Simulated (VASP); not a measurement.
Data:

```
MnF2
1.0
    5.02424     0.00000     0.00000
    0.00000     5.02424     0.00000
    0.00000     0.00000     3.36634
Mn F
2 4
Direct
  0.00000   0.00000   0.00000
  0.50000   0.50000   0.50000
  0.30429   0.30429   0.00000
  0.80429   0.19571   0.50000
  0.19571   0.80429   0.50000
  0.69571   0.69571   0.00000
```
Starting moments (μB, in the order of the record's atoms Mn Mn F F F F): 4.6 -4.6 0.0 0.0 0.0 0.0.

Method: RPBE GGA, VASP's PBE PAW potentials (set 64) (plane waves; VASP). Run with 520 eV cut-off, Gaussian smearing of 0.050 eV, potentials Mn_pv F.

Question: Give the spin-up energies of bands 18 to 31 at the high-symmetry points, in eV from the valence-band maximum.

Answer: 
```
band      Γ      Y     C0      Z     A0      T      S      R
----  -----  -----  -----  -----  -----  -----  -----  -----
18    -4.68  -4.26  -4.26  -4.58  -4.56  -4.56  -4.41  -4.69
19    -3.92  -4.09  -4.09  -4.15  -3.78  -3.78  -4.34  -4.07
20    -3.56  -3.99  -3.99  -4.05  -3.72  -3.72  -4.29  -4.02
21    -3.55  -3.97  -3.97  -4.01  -3.68  -3.68  -3.58  -3.73
22    -3.27  -3.83  -3.83  -3.88  -3.65  -3.65  -3.56  -3.69
23    -1.54  -1.54  -1.54  -1.36  -1.41  -1.41  -1.50  -1.41
24    -1.34  -1.33  -1.33  -1.33  -1.35  -1.35  -1.30  -1.34
25    -1.18  -1.11  -1.11  -1.08  -1.17  -1.17  -1.16  -1.17
26    -0.39  -0.54  -0.54  -0.50  -0.52  -0.52  -0.14  -0.59
27    -0.04  -0.04  -0.04  -0.29  -0.14  -0.14   0.00  -0.10
28     2.58   2.96   2.96   3.12   3.11   3.11   2.91   3.11
29     2.89   3.31   3.31   3.18   3.16   3.16   3.30   3.17
30     3.32   3.33   3.33   3.29   3.34   3.34   3.30   3.33
31     3.34   3.41   3.41   3.82   3.76   3.76   3.96   3.81
```

Question: Give the spin-down energies of bands 18 to 31 at the high-symmetry points, in eV from the valence-band maximum.

Answer: 
```json
[
 {"band": "18", "Γ": "-4.68", "Y": "-4.26", "C0": "-4.26", "Z": "-4.58", "A0": "-4.56", "T": "-4.56", "S": "-4.41", "R": "-4.69"},
 {"band": "19", "Γ": "-3.92", "Y": "-4.09", "C0": "-4.09", "Z": "-4.15", "A0": "-3.78", "T": "-3.78", "S": "-4.34", "R": "-4.07"},
 {"band": "20", "Γ": "-3.56", "Y": "-3.99", "C0": "-3.99", "Z": "-4.05", "A0": "-3.72", "T": "-3.72", "S": "-4.29", "R": "-4.02"},
 {"band": "21", "Γ": "-3.55", "Y": "-3.97", "C0": "-3.97", "Z": "-4.01", "A0": "-3.68", "T": "-3.68", "S": "-3.58", "R": "-3.73"},
 {"band": "22", "Γ": "-3.27", "Y": "-3.83", "C0": "-3.83", "Z": "-3.88", "A0": "-3.65", "T": "-3.65", "S": "-3.56", "R": "-3.69"},
 {"band": "23", "Γ": "-1.54", "Y": "-1.54", "C0": "-1.54", "Z": "-1.36", "A0": "-1.41", "T": "-1.41", "S": "-1.50", "R": "-1.41"},
 {"band": "24", "Γ": "-1.34", "Y": "-1.33", "C0": "-1.33", "Z": "-1.33", "A0": "-1.35", "T": "-1.35", "S": "-1.30", "R": "-1.34"},
 {"band": "25", "Γ": "-1.18", "Y": "-1.11", "C0": "-1.11", "Z": "-1.08", "A0": "-1.17", "T": "-1.17", "S": "-1.16", "R": "-1.17"},
 {"band": "26", "Γ": "-0.39", "Y": "-0.54", "C0": "-0.54", "Z": "-0.50", "A0": "-0.52", "T": "-0.52", "S": "-0.14", "R": "-0.59"},
 {"band": "27", "Γ": "-0.04", "Y": "-0.04", "C0": "-0.04", "Z": "-0.29", "A0": "-0.14", "T": "-0.14", "S": "0.00", "R": "-0.10"},
 {"band": "28", "Γ": "2.58", "Y": "2.96", "C0": "2.96", "Z": "3.12", "A0": "3.11", "T": "3.11", "S": "2.91", "R": "3.11"},
 {"band": "29", "Γ": "2.89", "Y": "3.31", "C0": "3.31", "Z": "3.18", "A0": "3.16", "T": "3.16", "S": "3.30", "R": "3.17"},
 {"band": "30", "Γ": "3.32", "Y": "3.33", "C0": "3.33", "Z": "3.29", "A0": "3.34", "T": "3.34", "S": "3.30", "R": "3.33"},
 {"band": "31", "Γ": "3.34", "Y": "3.41", "C0": "3.41", "Z": "3.82", "A0": "3.76", "T": "3.76", "S": "3.96", "R": "3.81"}
]
```

The gap is indirect, 2.58 eV, from the valence maximum at S to the conduction minimum at Γ.

The compound is MnF2 in the rutile structure. It was relaxed first, which changed the volume by +8 %.
